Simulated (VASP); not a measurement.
# KRb2RhF6 in VASP: a series of runs

Runs on KRb2RhF6. Level: PBE. Tasks: single point.

Everything below comes from runs of VASP 6.6.1. Logs are shortened: lines on timing, memory, paths and dates and some standing lists are left out, and cuts for length are marked.

## (1) The crystal as given

The cell holds a amorphous, 10 atoms: a = 6.207 Å, b = 4.931 Å, c = 6.342 Å, α = 85.93°, β = 93.08°, γ = 82.27°.

The cell was built by a generator and needn't be a form met in nature.

## (2) Single point, PBE

File INCAR:

```
SYSTEM = KRb2RhF6
ALGO     = Fast           ! electronic algorithm
EDIFF    = 1E-7           ! SCF threshold, eV
ENCUT    = 520            ! plane-wave cutoff, eV
GGA      = PE             ! functional
ISIF     = 2              ! what is computed and relaxed
ISMEAR   = -1             ! smearing method
LASPH    = .TRUE.         ! aspherical terms in the spheres
LCHARG   = .FALSE.        ! write CHGCAR
LREAL    = .FALSE.        ! projectors in reciprocal space
LWAVE    = .FALSE.        ! write WAVECAR
NBANDS   = 53             ! bands
NELECT   = 83.0         
NELM     = 60             ! most SCF steps
PREC     = Accurate       ! precision mode
SIGMA    = 0.05           ! smearing width, eV
```

File KPOINTS:

```
k-points
0
G
  3 3 3
  0 0 0
```

File POSCAR:

```
KRb2RhF6
1.0
    6.2040180000      0.1925160000      0.0076090000
    0.5114730000      4.8839710000      0.4470100000
   -0.3460960000     -0.0891740000      6.3318140000
K F Rh Rb
1 6 1 2
Direct
    0.3203528190      0.7993911276      0.8011205963
    0.3271707376      0.2967139153      0.8968618583
    0.8940101011      0.7109644216      0.0256225579
    0.5173825772      0.4918141978      0.4291800693
    0.7186903513      0.8361910812      0.7076881459
    0.6057684971      0.3574259331      0.8007268914
    0.3710442047      0.2365856893      0.5664385523
    0.1083577492      0.8537362565      0.2561701689
    0.9473080625      0.3976648182      0.5727835313
    0.5907061394      0.9982651269      0.2665161710
```

Potentials or basis: VASP PAW PBE potentials, release 64 (K_sv, F, Rh_pv, Rb_sv).

On the command line:

```bash
$ cat potpaw_PBE.64/K_sv/POTCAR potpaw_PBE.64/F/POTCAR potpaw_PBE.64/Rh_pv/POTCAR potpaw_PBE.64/Rb_sv/POTCAR > POTCAR
$ mpirun -np 1 vasp_std > vasp.out
```

OUTCAR:

```text
SYSTEM = KRb2RhF6
   EDIFF = 1E-7
   ENCUT = 520
   GGA = PE
   ISIF = 2
   ISMEAR = -1
   LASPH = .TRUE.
   LREAL = .FALSE.
   NELECT = 83.0
   NELM = 60
   PREC = Accurate

 ion  position               nearest neighbor table
   1  0.320  0.799  0.801-   2 2.50   2 2.57   7 2.60   5 2.60   6 2.62   8 3.25   9 3.56  10 3.58
                             9 3.65  10 3.98   9 4.48
   2  0.327  0.297  0.897-   1 2.50   1 2.57  10 2.96   9 3.01
   3  0.894  0.711  0.026-   8 2.14  10 2.79   9 3.37   9 3.68
   4  0.517  0.492  0.429-   7 1.84  10 2.70  10 2.74   9 2.74   9 3.78
   5  0.719  0.836  0.708-   1 2.60   9 2.64  10 2.89   9 3.36  10 3.79
   6  0.606  0.357  0.801-   1 2.62   9 2.65  10 3.35
   7  0.371  0.237  0.566-   4 1.84   1 2.60   9 2.65  10 2.65   9 3.77
   8  0.108  0.854  0.256-   3 2.14  10 3.17  10 3.20   9 3.20   1 3.25   9 3.53
   9  0.947  0.398  0.573-   5 2.64   7 2.65   6 2.65   4 2.74   2 3.01   8 3.20   5 3.36   3 3.37
                             8 3.53   1 3.56   1 3.65   3 3.68  10 3.72   7 3.77   4 3.78  10 3.79
  10  0.591  0.998  0.267-   7 2.65   4 2.70   4 2.74   3 2.79   5 2.89   2 2.96   8 3.17   8 3.20
                             6 3.35   1 3.58   9 3.72   5 3.79   9 3.79   1 3.98   9 4.78   9 5.40

  LATTYP: Found a triclinic cell.
 ALAT       =     9.1092761266
 B/A-ratio  =     0.6813943092
 C/A-ratio  =     1.5292871633
 COS(alpha) =     0.0013359555
 COS(beta)  =     0.6522733566
 COS(gamma) =     0.7188213278

  Lattice vectors:

 A1 = (   6.5501140000,   0.2816900000,  -6.3242050000)
 A2 = (   6.2040180000,   0.1925160000,   0.0076090000)
 A3 = (   0.1807190000,  -4.7056230000, -13.1106380000)

Analysis of symmetry for initial positions (statically):
=====================================================================
 Subroutine PRICEL returns:
 Original cell was already a primitive cell.

 Routine SETGRP: Setting up the symmetry group for a
 triclinic supercell.

 Subroutine GETGRP returns: Found  1 space group operations
 (whereof  1 operations were pure point group operations)
 out of a pool of  2 trial point group operations.

The static configuration has the point symmetry C_1 .

Analysis of symmetry for dynamics (positions and initial velocities):
=====================================================================
 Subroutine PRICEL returns:
 Original cell was already a primitive cell.

 Routine SETGRP: Setting up the symmetry group for a
 triclinic supercell.

 Subroutine GETGRP returns: Found  1 space group operations
 (whereof  1 operations were pure point group operations)
 out of a pool of  2 trial point group operations.

The dynamic configuration has the point symmetry C_1 .

 Subroutine INISYM returns: Found  1 space group operations
 (whereof  1 operations are pure point group operations),
 and found     1 'primitive' translations

----------------------------------------------------------------------------------------

                                     Primitive cell

  volume of cell :     191.4621

  direct lattice vectors                    reciprocal lattice vectors
     6.204018000  0.192516000  0.007609000     0.161725284 -0.017722885  0.008590280
     0.511473000  4.883971000  0.447010000    -0.006370212  0.205185923  0.002541538
    -0.346096000 -0.089174000  6.331814000     0.000255374 -0.014464308  0.157742875

  length of vectors
     6.207008913  4.930983198  6.341892697     0.162920107  0.205300517  0.158404848

  position of ions in fractional coordinates (direct lattice)
     0.320352819  0.799391128  0.801120596
     0.327170738  0.296713915  0.896861858
     0.894010101  0.710964422  0.025622558
     0.517382577  0.491814198  0.429180069
     0.718690351  0.836191081  0.707688146
     0.605768497  0.357425933  0.800726891
     0.371044205  0.236585689  0.566438552
     0.108357749  0.853736256  0.256170169
     0.947308062  0.397664818  0.572783531
     0.590706139  0.998265127  0.266516171

  ion indices of the primitive-cell ions
   primitive index   ion index
                 1           1
                 2           2
                 3           3
                 4           4
                 5           5
                 6           6
                 7           7
                 8           8
                 9           9
                10          10

----------------------------------------------------------------------------------------

 KPOINTS: k-points

Automatic generation of k-mesh.
 Grid dimensions read from file:
 generate k-points for:    3    3    3

 Generating k-lattice:

  Cartesian coordinates                     Fractional coordinates (reciprocal lattice)
     0.053908428 -0.005907628  0.002863427     0.333333333 -0.000000000  0.000000000
    -0.002123404  0.068395308  0.000847179     0.000000000  0.333333333 -0.000000000
     0.000085125 -0.004821436  0.052580958    -0.000000000  0.000000000  0.333333333

  Length of vectors
     0.054306702  0.068433506  0.052801616

  Shift w.r.t. Gamma in fractional coordinates (k-lattice)
     0.000000000  0.000000000  0.000000000

 Subroutine IBZKPT returns following result:
 ===========================================

 Found     14 irreducible k-points:

 Following reciprocal coordinates:
            Coordinates               Weight
  0.000000  0.000000  0.000000      1.000000
  0.333333  0.000000  0.000000      2.000000
 -0.000000  0.333333  0.000000      2.000000
  0.333333  0.333333  0.000000      2.000000
 -0.333333  0.333333 -0.000000      2.000000
  0.000000  0.000000  0.333333      2.000000
  0.333333  0.000000  0.333333      2.000000
 -0.333333  0.000000  0.333333      2.000000
  0.000000  0.333333  0.333333      2.000000
  0.333333  0.333333  0.333333      2.000000
 -0.333333  0.333333  0.333333      2.000000
  0.000000 -0.333333  0.333333      2.000000
  0.333333 -0.333333  0.333333      2.000000
 -0.333333 -0.333333  0.333333      2.000000
   k-points           NKPTS =     14   k-points in BZ     NKDIM =     14   number of bands    NBANDS=     53
   number of dos      NEDOS =    301   number of ions     NIONS =     10
   total plane-waves  NPLWV =  92160
   dimension x,y,z NGX =    48 NGY =   40 NGZ =   48
   dimension x,y,z NGXF=    96 NGYF=   80 NGZF=   96
   ions per type =               1   6   1   2
   NGX,Y,Z   is equivalent  to a cutoff of  12.86, 13.49, 12.58 a.u.
   NGXF,Y,Z  is equivalent  to a cutoff of  25.71, 26.97, 25.17 a.u.
 SYSTEM =  KRb2RhF6
   PREC   = accura    normal or accurate (medium, high low for compatibility)
   ISTART =      0    job   : 0-new  1-cont  2-samecut
   ICHARG =      2    charge: 1-file 2-atom 10-const
   ISPIN  =      1    spin polarized calculation?
   LNONCOLLINEAR =      F non collinear calculations
   LSORBIT =      F    spin-orbit coupling
   LASPH  =      T    aspherical Exc in radial PAW
   ENCUT  =  520.0 eV  38.22 Ry    6.18 a.u.  11.54  9.17 11.79*2*pi/ulx,y,z
   NELM   =     60;   NELMIN=  2; NELMDL= -5     # of ELM steps
   EDIFF  = 0.1E-06   stopping-criterion for ELM
   LREAL  =      F    real-space projection
   EDIFFG = 0.1E-05   stopping-criterion for IOM
   NSW    =      0    number of steps for IOM
   IBRION =     -1    ionic relax: 0-MD 1-quasi-New 2-CG
   NFREE  =      0    steps in history (QN), initial steepest desc. (CG)
   ISIF   =      2    stress and relaxation
   ISYM   =      2    0-nonsym 1-usesym 2-fastsym
   POTIM  = 0.5000    time-step for ionic-motion
   TEBEG  =    0.0;   TEEND  =   0.0 temperature during run
   PSTRESS=    0.0 pullay stress
   NELECT =      83.0000    total number of electrons
   NUPDOWN=      -1.0000    fix difference up-down
   EMIN   =  10.00;   EMAX   =-10.00  energy-range for DOS
   EFERMI =   0.00;   METHOD = LEGACY
   ISMEAR =    -1;   SIGMA  =   0.05  broadening in eV -4-tet -1-fermi 0-gaus
   EFERMI_NEDOS =   21; number of points for ismear=-14 and -15
   IALGO  =     68    algorithm
   IMIX   =      4    mixing-type and parameters
     AMIX     =   0.40;   BMIX     =  1.00
     AMIX_MAG =   1.60;   BMIX_MAG =  1.00
  volume/ion in A,a.u.               =      19.15       129.20
  Fermi-wavevector in a.u.,A,eV,Ry     =   1.239006  2.341381 20.886779  1.535135
  Thomas-Fermi vector in A             =   2.373507
   LORBIT       =      0    0 simple, 1 ext, 2 COOP (PROOUT), +10 PAW based schemes
   GGA     = PE    functional components
   LHFCALC =     F    Hartree Fock is set to
   AEXX    =    0.0000 exact exchange contribution
   IVDW    =     0    specifies the selected vdW correction
   LEPSILON=     F    determine dielectric tensor
   LRPA    =     F    only Hartree local field effects (RPA)
 non-spin polarized calculation
 RMM-DIIS sequential band-by-band and
  energy-cutoff  :      520.00
  volume of cell :      191.46
 maximum number of plane-waves:      5176
 NGX is ok and might be reduce to    48
   NGX = 23   NGY = 19   NGZ = 23

 number of electron      82.9999989 magnetization

 Free energy of the ion-electron system (eV)
  ---------------------------------------------------
  ext. energy  EPLUGINS =         0.00000000
  ---------------------------------------------------
  free energy    TOTEN  =       -29.26105370 eV

  energy without entropy =      -29.06194458  energy(sigma->0) =      -29.16149914

 E-fermi :  -1.3963     XC(G=0):  -8.4688

 val. band max:       -1.3989728861   @ k =   0.3333   0.3333   0.0000
 cond. band min:      -1.3896984312   @ k =  -0.3333   0.3333  -0.0000
 fundamental gap:      0.0092744549
 Fermi energy:        -1.3963318019

 k-point     1 :       0.0000    0.0000    0.0000
  band No.  band energies     occupation
      1     -46.7756      2.00000
      2     -46.1176      2.00000
      3     -45.9438      2.00000
      4     -28.1258      2.00000
      5     -25.2632      2.00000
      6     -25.1402      2.00000
[... 45 lines left out ...]
     52       8.2080      0.00000
     53       8.8847      0.00000
[... 726 lines left out ...]
     52       8.1166      0.00000
     53       8.6988      0.00000

------------------------ aborting loop because EDIFF is reached ----------------------------------------

  FORCE on cell =-STRESS in cart. coord.  units (eV):
  Direction    XX          YY          ZZ          XY          YZ          ZX
  --------------------------------------------------------------------------------------
  -------------------------------------------------------------------------------------
  Total       -2.4892800     -1.2158660     -0.9834735     -0.3427909     -0.6177619     -2.2269624
  in kB      -20.8305903    -10.1745115     -8.2298233     -2.8685147     -5.1695045    -18.6354860
  external PRESSURE =     -13.0783083 kB  Pullay stress =       0.0000000 kB

 VOLUME and BASIS-vectors are now :
 -----------------------------------------------------------------------------
  energy-cutoff  :      520.00
  volume of cell :      191.46
      direct lattice vectors                 reciprocal lattice vectors
     6.204018000  0.192516000  0.007609000     0.161725284 -0.017722885  0.008590280
     0.511473000  4.883971000  0.447010000    -0.006370212  0.205185923  0.002541538
    -0.346096000 -0.089174000  6.331814000     0.000255374 -0.014464308  0.157742875

 POSITION                                       TOTAL-FORCE (eV/Angst)
 -----------------------------------------------------------------------------------
      2.11908      3.89444      5.43232         0.436825     -0.239638     -0.128511
      1.87113      1.43215      5.81389        -0.453190     -0.478177      1.532088
      5.90123      3.64216      0.48685         1.906301      0.754004      1.893517
      3.31286      2.46334      2.94127        -0.321153      1.148051     -1.160673
      4.64153      4.15918      4.86020         0.382659      0.048251     -0.338094
      3.66388      1.79087      5.23444         0.286548      0.258661      1.344854
      2.22693      1.17640      3.69516        -1.183170     -0.825789     -1.553620
      1.02026      4.16764      2.00447        -0.816857     -0.762145     -1.606214
      5.88227      2.07348      3.81173        -0.474625     -0.167105      0.507684
      4.08310      4.96545      2.13826         0.236662      0.263886     -0.491030
 -----------------------------------------------------------------------------------
    total drift:                                0.001626     -0.002424      0.000985

  FREE ENERGIE OF THE ION-ELECTRON SYSTEM (eV)
  ---------------------------------------------------
  free  energy   TOTEN  =       -29.2610537024 eV

  energy  without entropy=      -29.0619445775  energy(sigma->0) =      -29.16149914
```

It took 3.8 min on 1 thread of Intel Xeon Platinum 8559C (Emerald Rapids), shared host; peak memory 0.38 GiB.

Results:

```
Free energy            : -29.2611 eV
Largest force          : 2.791 eV/Å
Band gap on the k mesh : none (metal or under the smearing width)
```

Forces in eV/Å, atoms in the order of the input:
```
K    0.437 -0.240 -0.129
F   -0.453 -0.478  1.532
F    1.906  0.754  1.894
F   -0.321  1.148 -1.161
F    0.383  0.048 -0.338
F    0.287  0.259  1.345
F   -1.183 -0.826 -1.554
Rh  -0.817 -0.762 -1.606
Rb  -0.475 -0.167  0.508
Rb   0.237  0.264 -0.491
```

Caveat: the k mesh is coarse (spacing up to 0.43 Å⁻¹), so the values aren't converged; the cell carries a net charge on a neutralising background, which shifts energy and pressure; the cell is charged against a uniform background, so pressure and absolute levels hang on convention; an odd number of electrons without spin polarisation forces a metal; a magnetic or distorted state may lie lower.

[end of part 1 of 2]
